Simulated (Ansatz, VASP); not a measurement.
# ZnS (Wurtzite-2H): VASP beside Ansatz, part 2 of 2

Aim: how closely do two programs agree when they are given the same cell, functional and k mesh? The cell is taken from a series of runs on this material, whose earlier steps may have relaxed, scaled, displaced or heated it; both programs get it as it stands.

VASP 6.6.1 and Ansatz 0.2.0.

So far: Starting point; VASP: zone-centre phonons, r2SCAN.

## (3) Ansatz: zone-centre phonons, r2SCAN

Level of this step: Ansatz beside VASP: Kohn-Sham DFT, plane waves, r2SCAN (Ansatz).

Ansatz runs on its PAW soft_1 files.

The same cell, functional and mesh now go to Ansatz, which takes its cutoff from its data sets.

Input file input.yaml:

```yaml
crystal:
  lattice:
    - [3.807022966, 0.0, 0.0]
    - [-1.903511483, 3.2969786014, 0.0]
    - [0.0, 0.0, 6.2468941987]
  atoms:
    - { symbol: Zn, position: [0.3333333333, 0.6666666667, 0.0003799406] }
    - { symbol: Zn, position: [0.6666666667, 0.3333333333, 0.5003799406] }
    - { symbol: S, position: [0.3333333333, 0.6666666667, 0.3746200594] }
    - { symbol: S, position: [0.6666666667, 0.3333333333, 0.8746200594] }
kpoints:
  mp_grid: { grid: [9, 9, 4] }
hamiltonian:
  xc: r2scan
  pseudopotentials: { kind: paw, azcp: { folder: soft_1 } }
scf:
  occupations: { method: fixed }
output:
  eigenvalues: true
phonons:
  method: dfpt
  dielectric: true
  rigid_motions: translations
```

Run with:

```console
$ ansatz run input.yaml --threads 4 --pin off --max-ram 8192MiB --backend cpu --events-out ev --progress --plain --runs-dir out
```

Numbers of over 12 decimals in the logs are rounded to 6 here.

The program printed:

```text
Engine: ansatz 0.2.0, aarch64-unknown-linux-gnu
Pseudopotentials: kind: paw
Pseudopotential: Zn, paw, valence charge 12, recommended cutoff 500 eV (meta_gga), soft_1/Zn.paw.azcp
Pseudopotential: S, paw, valence charge 6, recommended cutoff 500 eV (meta_gga), soft_1/S.paw.azcp
Functional definition: r2SCAN
  parameter k0 = 0.174
  parameter k1 = 0.065
  parameter a1 = 4.9479
  exchange = r2scan_x(k0 = k0, k1 = k1, a1 = a1)
  correlation = r2scan_c
Crystal: 4 atoms, lattice volume = 78.409 Å³
Basis set: ecut = 500 eV, 1973 PW (Γ), exchange–correlation on 150×150×240 points (125 copies of the dense FFT grid, shifted against one another)
Bands: 22, of which v1, the nominal top of the filled ones, is band 18 counted from 1 (17 counted from 0)
Symmetry: 12 space group operations
k-points: 95 of 324 (irreducible under 2 space group operations, time reversal used)
Non-local potential: Zn, projectors of the file, l = 0: 2, l = 1: 2, l = 2: 3, l = 3: 1
Non-local potential: S, projectors of the file, l = 0: 2, l = 1: 2, l = 2: 1
PAW form: soft (Blöchl's): semilocal exchange-correlation on the pseudo side does not see the compensation charge
PAW frozen core: Zn, regenerated for the run's functional (the file was generated under x = pbe(κ = 0.804, μ = 0.219515), c = pbe(β = 0.066725))
PAW frozen core: S, regenerated for the run's functional (the file was generated under x = pbe(κ = 0.804, μ = 0.219515), c = pbe(β = 0.066725))
PAW one-centre angular grid: Zn, 590 points (default); XC on 160 Gauss nodes
PAW one-centre angular grid: S, 302 points (default); XC on 160 Gauss nodes
Initial density: superposition of atomic densities (chi_scale 0.1, normalization cell, long waves kept (reshape's long-wave potential 0.00 eV rms))
Initial wavefunctions: pseudopotential atomic-orbital guess
Functional: x = r2scan, c = r2scan; τ floored in thin density (d = 2e-4 eV/Å³)
SCF iter   1: F=—  HF=-8466.996755 eV  |F-HF|=—  |Δ(HF+E_count)|=         —  Δρ=5.34e-2  dr2=1.18e0  dr2_τ=2.82e-2  ethr=3.10e-3  ⟨swp⟩=5.0  Hψ=10330  notcnv=0  defer=175
preconditioner: auto → Resta (q_TF=auto, 2.396 Å⁻¹)  ε∞=5.6  [insulator: Δε(μ)=2.849 eV  Ē_g=11.787 eV  n_scr=22 (ndim 8)  ℏωp=25.2 eV  f_vac=0.006  ε∞_Penn≈5.6]
SCF iter   2: F=—  HF=-8466.883355 eV  |F-HF|=—  |Δ(HF+E_count)|=   1.13e-1  Δρ=1.81e-2  dr2=2.02e-1  dr2_τ=3.01e-3  ethr=3.10e-3  ⟨swp⟩=2.0  Hψ=4599  notcnv=0  defer=152
SCF iter   3: F=—  HF=-8466.893989 eV  |F-HF|=—  |Δ(HF+E_count)|=   1.06e-2  Δρ=1.29e-2  dr2=8.59e-2  dr2_τ=8.53e-4  ethr=5.62e-4  ⟨swp⟩=2.0  Hψ=4227  notcnv=0  defer=188
SCF iter   4: F=—  HF=-8466.892723 eV  |F-HF|=—  |Δ(HF+E_count)|=   1.27e-3  Δρ=3.50e-3  dr2=6.15e-3  dr2_τ=7.00e-5  ethr=2.39e-4  ⟨swp⟩=2.0  Hψ=4141  notcnv=0  defer=188
SCF iter   5: F=—  HF=-8466.894111 eV  |F-HF|=—  |Δ(HF+E_count)|=   1.39e-3  Δρ=8.47e-4  dr2=3.25e-4  dr2_τ=2.62e-5  ethr=1.71e-5  ⟨swp⟩=2.7  Hψ=4280  notcnv=0  defer=188
SCF iter   6: F=—  HF=-8466.894205 eV  |F-HF|=—  |Δ(HF+E_count)|=   9.41e-5  Δρ=3.62e-4  dr2=7.21e-5  dr2_τ=6.93e-7  ethr=9.02e-7  ⟨swp⟩=2.1  Hψ=3376  notcnv=0  defer=188
SCF iter   7: F=—  HF=-8466.894227 eV  |F-HF|=—  |Δ(HF+E_count)|=   2.25e-5  Δρ=8.74e-5  dr2=2.89e-6  dr2_τ=3.02e-8  ethr=2.00e-7  ⟨swp⟩=2.9  Hψ=4443  notcnv=0  defer=95
SCF iter   8: F=—  HF=-8466.894229 eV  |F-HF|=—  |Δ(HF+E_count)|=   1.43e-6  Δρ=1.97e-5  dr2=1.73e-7  dr2_τ=2.17e-9  ethr=8.02e-9  ⟨swp⟩=2.4  Hψ=3754  notcnv=0  defer=2
SCF iter   9: F=—  HF=-8466.894229 eV  |F-HF|=—  |Δ(HF+E_count)|=   5.29e-8  Δρ=2.16e-6  dr2=3.51e-9  dr2_τ=4.94e-11  ethr=4.82e-10  ⟨swp⟩=3.0  Hψ=3992  notcnv=0  defer=2
SCF iter  10: F=—  HF=-8466.894229 eV  |F-HF|=—  |Δ(HF+E_count)|=  8.22e-10  Δρ=5.47e-7  dr2=1.93e-10  dr2_τ=6.53e-12  ethr=9.75e-12  ⟨swp⟩=2.3  Hψ=3858  notcnv=0  defer=2
SCF iter  11: F=-8466.894229 eV  HF=-8466.894229 eV  |F-HF|=3.64e-12  |Δ(HF+E_count)|=  8.37e-11  Δρ=7.30e-8  dr2=3.95e-12  dr2_τ=1.13e-13  ethr=1.00e-12  ⟨swp⟩=9.3  Hψ=15172  notcnv=0
SCF 1 converged in 11 iterations: F = -8466.894229 eV  dr2 = 3.95e-12
  greatest PAW one-centre occupation: 0.983 electrons in one spin orbital (limit 2), on the Zn atom at site 0 (counted from 0), in its partial waves of l = 2
NSCF: frozen V_eff on 4 k-points
DFPT response loops at Γ: preconditioner auto → Resta (q_TF=auto, 2.396 Å⁻¹)  ε∞=4.7 (no band partly filled); β = 1.00, the filter's whole step (`scf.mixing.beta` (0.50) is not read by the response loops at its default; to damp them type it under 1.00, their step now; it binds the ground state too); Broyden in place of MSR1
── the response to a field inside a basis, on 10×10×4 k-points: an SCF that follows is theirs, and a resumed run solves both again ──
Bands: 19, of which v1, the nominal top of the filled ones, is band 18 counted from 1 (17 counted from 0)
k-points: 60 of 400 (irreducible under 4 space group operations, time reversal used)
Initial density: handed on by an earlier stage of this run
Initial wavefunctions: pseudopotential atomic-orbital guess (no wavefunctions were taken with the density)
Eigensolver: Dense (60 Hₖ)
SCF iter   1: F=—  HF=-8466.884768 eV  |F-HF|=—  |Δ(HF+E_count)|=         —  Δρ=1.53e-4  dr2=4.92e-6  dr2_τ=1.83e-6  ethr=1.00e-1
preconditioner: auto → Resta (q_TF=auto, 2.396 Å⁻¹)  ε∞=7.1  [insulator: Δε(μ)=3.261 eV  Ē_g=10.165 eV  n_scr=22 (ndim 8)  ℏωp=25.2 eV  f_vac=0.037  ε∞_Penn≈7.1]
SCF iter   2: F=—  HF=-8466.884772 eV  |F-HF|=—  |Δ(HF+E_count)|=   3.38e-6  Δρ=1.41e-4  dr2=6.23e-6  dr2_τ=4.89e-7  ethr=1.37e-8
SCF iter   3: F=—  HF=-8466.884773 eV  |F-HF|=—  |Δ(HF+E_count)|=   1.53e-6  Δρ=4.59e-5  dr2=6.77e-7  dr2_τ=3.80e-8  ethr=1.37e-8
SCF iter   4: F=-8466.884773 eV  HF=-8466.884773 eV  |F-HF|=4.21e-8  |Δ(HF+E_count)|=   7.53e-7  Δρ=6.61e-6  dr2=2.39e-8  dr2_τ=6.01e-10  ethr=1.88e-9
SCF 1 converged in 4 iterations: F = -8466.884773 eV  dr2 = 2.39e-8
  greatest PAW one-centre occupation: 0.983 electrons in one spin orbital (limit 2), on the Zn atom at site 1 (counted from 0), in its partial waves of l = 2
DFPT response loops at Γ: preconditioner auto → Resta (q_TF=auto, 2.396 Å⁻¹)  ε∞=4.3 (no band partly filled); β = 1.00, the filter's whole step (`scf.mixing.beta` (0.50) is not read by the response loops at its default; to damp them type it under 1.00, their step now; it binds the ground state too); Broyden in place of MSR1
WARN: field response: ε∞ stands inside a basis, on 10×10×4 points; the force constants stand on the 9×9×4 k-mesh, whose period is 11.25 times the interband length at k = (0.0000, 0.0000, 0.0000), direct gap 2.772 eV, under 14: take them and everything formed from them as unconverged, and compare with a denser kpoints.mp_grid
SCF converged after 11 iterations
Free energy (F): -8466.894229 eV
Harris-Foulkes:  -8466.894229 eV  (|F-HF|=3.64e-12)
Internal energy: -8466.894229 eV  (E = F + TS)
E sigma→0 (E₀):  -8466.894229 eV
Fermi energy:    5.594063 eV
--- Per-component energies (eV) ---
  E_band       = -3.592561
  E_kinetic    = 503.629187
  E_local      = -4547.047561  (includes V_loc(G=0)·N_el)
  E_nonlocal   = 1721.697046
  E_hartree    = 1739.181662
  E_xc         = -307.814526
  E_vxc        = -280.825742  (∫ρ·V_xc dr)
  E_paw        = -5066.824382  (= ΣΔE_a)
  E_vpaw       = -893.028212  (= ΣTr[D̂ρ^β])
  E_aug_tail   = 0.000144  (compensation charges beyond the density's cutoff)
  E_vtau       = 13.619262  (kinetic-family band-sum trace: ∫τ·v_τ [+ j·A + Jᵃ·Aᵃ] dr)
  E_ewald      = -2509.131032
  E_core_change = -0.584767  (= ΣΔE_core)
  E_smearing   = -0.000000  (= −TS)
  E_closure    = 0.000000  (closes the sum)
  Σ components = -8466.894229   (vs F -8466.894229, Δ=0.00e0)
--- Band table (eV; the first three rows and the last of 95) ---
  k-point 0: bands = [... 14 lower, 4.6733, 5.5087, 5.5941, 5.5941, 8.3656, 9.1992, 12.3626, 12.3626]
  k-point 1: bands = [... 14 lower, 4.7986, 4.7986, 5.4484, 5.4484, 9.2362, 9.3595, 12.3197, 12.4541]
  k-point 2: bands = [... 14 lower, 5.1134, 5.1134, 5.1134, 5.1134, 9.6876, 9.6876, 12.8170, 12.8170]
  k-point 94: bands = [... 14 lower, 3.2956, 3.2956, 4.0277, 4.0277, 10.5486, 10.5486, 12.2874, 12.2874]
--- Phonons (Γ-DFPT): 4 representative perturbations + reference, on 95 of 324 k-points (Σ response iterations 28) ---
  k mesh reduced under 2 symmetry operations, with k and −k counted as one. Each operation leaves every solved perturbation unchanged. A smaller set is not considered because the functional reads the kinetic-energy density
  ASR residual: 7.521e-4 → 0.000e0 eV/Å²; symmetrization residual: 1.569e-5 eV/Å²
  ASR residual per site (eV/Å²): 1.95e-5 1.95e-5 7.52e-4 7.52e-4
  Γ frequencies (cm⁻¹): 0.00 0.00 0.00 71.66 71.66 194.71 268.76 273.38 273.38 280.22 280.22 338.46
  ε∞ (high-frequency dielectric tensor):
        5.332625     0.000000     0.000000
        0.000000     5.332625    -0.000000
        0.000000    -0.000000     5.439042
  ε⁰ (static dielectric tensor: ions relaxed, cell fixed):
        8.264086     0.000000     0.000000
        0.000000     8.264086     0.000000
        0.000000     0.000000     8.772447
  ε⁰ − ε∞ (ionic part):
        2.931461     0.000000     0.000000
        0.000000     2.931461     0.000000
        0.000000     0.000000     3.333405
  softest optical mode at Γ: 71.66 cm⁻¹; the repairs (sum rule, projections) moved no ω² at Γ by more than (2.82 cm⁻¹)²
  Born effective charges Z* (e; rows j = field, columns β = displacement):
    site 0:
         1.93776   -0.00000    0.00000
         0.00000    1.93776   -0.00000
         0.00000   -0.00000    2.03142
    site 1:
         1.93776   -0.00000    0.00000
        -0.00000    1.93776    0.00000
         0.00000    0.00000    2.03142
    site 2:
        -1.93776    0.00000   -0.00000
         0.00000   -1.93776    0.00000
        -0.00000    0.00000   -2.03142
    site 3:
        -1.93776   -0.00000   -0.00000
        -0.00000   -1.93776    0.00000
        -0.00000   -0.00000   -2.03142
  Z* charge neutrality: 1.899e-3 e pre-enforcement
  solved inside a basis spanned on kpoints, on 10×10×4 k-points, its susceptibility summed on 14×14×8: ε∞ is read to err by 1.6e-2, Z* by 1.5e-2 e (field_mesh: kpoints solves on kpoints); Z* is corrected for what the basis lacks
  optical modes at Γ without the LO–TO term, one row a degenerate level:
      ω (cm⁻¹)  modes    IR ((D/Å)²/amu)
         71.66      2             0.0000
        194.71      1             0.0000
        268.76      1             8.8516
[...]
optical modes at Γ + LO–TO along q̂ = [1.0000, 0.0000, 0.0000]:
      ω (cm⁻¹)  modes    IR ((D/Å)²/amu)
[...]
optical modes at Γ + LO–TO along q̂ = [0.0000, 1.0000, 0.0000]:
      ω (cm⁻¹)  modes    IR ((D/Å)²/amu)
[...]
338.46      1             0.0000
        340.32      1             8.0541
  optical modes at Γ + LO–TO along q̂ = [0.0000, 0.0000, 1.0000]:
      ω (cm⁻¹)  modes    IR ((D/Å)²/amu)
         71.66      2             0.0000
        194.71      1             0.0000
        273.38      2            16.1083
        280.22      2             0.0000
        338.46      1             0.0000
        341.32      1             8.8516
```

## (4) Side by side

Known differences besides the potentials themselves: VASP keeps PBE cores, Ansatz makes them for the functional; fixed occupations in Ansatz, narrow Gaussian smearing in VASP; the cutoff is 500 eV in Ansatz and 550 eV in VASP; VASP uses finite displacements, Ansatz perturbation theory. Total energies have different zeros and are not compared.

Both answers:

| quantity | Ansatz | VASP | difference |
| --- | --- | --- | --- |
| optical mode 1 to 2 (cm⁻¹) | 71.7 | 80.7 | -11.19 % |
| optical mode 3 (cm⁻¹) | 194.7 | 194.4 | +0.18 % |
| optical mode 4 (cm⁻¹) | 268.8 | 271.9 | -1.16 % |
| optical mode 5 to 6 (cm⁻¹) | 273.4 | 276.6 | -1.15 % |
| optical mode 7 to 8 (cm⁻¹) | 280.2 | 282.5 | -0.80 % |
| optical mode 9 (cm⁻¹) | 338.5 | 339.5 | -0.31 % |

Modes are paired by rising frequency, not by their patterns, so a pair may set unlike modes beside each other; they are those without the splitting of longitudinal modes.

## (5) Results

```yaml
r_m_s_difference_of_the_optical_zone_centre_modes_each_program_s_sorted_by_frequency_zone_centre_phonons_r2scan: 4.8 cm⁻¹
difference_in_optical_mode_1_to_2_zone_centre_phonons_r2scan: -11.2 %
```

The r.m.s. difference of the optical zone-centre modes, each program's sorted by frequency is 4.8 cm⁻¹ (zone-centre phonons, r2SCAN). Among the rows given in per cent, the largest difference of the zone-centre phonons, r2SCAN pair is in optical mode 1 to 2, -11.2 %. What causes the difference of the zone-centre phonons, r2SCAN pair stays open here. Such differences can come from data sets, numerical settings and the points named under the comparisons, not from the functional's error against experiment.

[Lines on the potential files, build, host, timing and source positions are cut from VASP's logs without a mark.]

[Logs are printed without paths, hosts, clocks, repeated set-up lines and the standing remarks that a program may print on its own settings, such as how far it seeks lower states.]

[Hosts, paths, dates, database ids (printed as entryN), source tags and the programs' standing remarks are cut or masked in the printed files.]
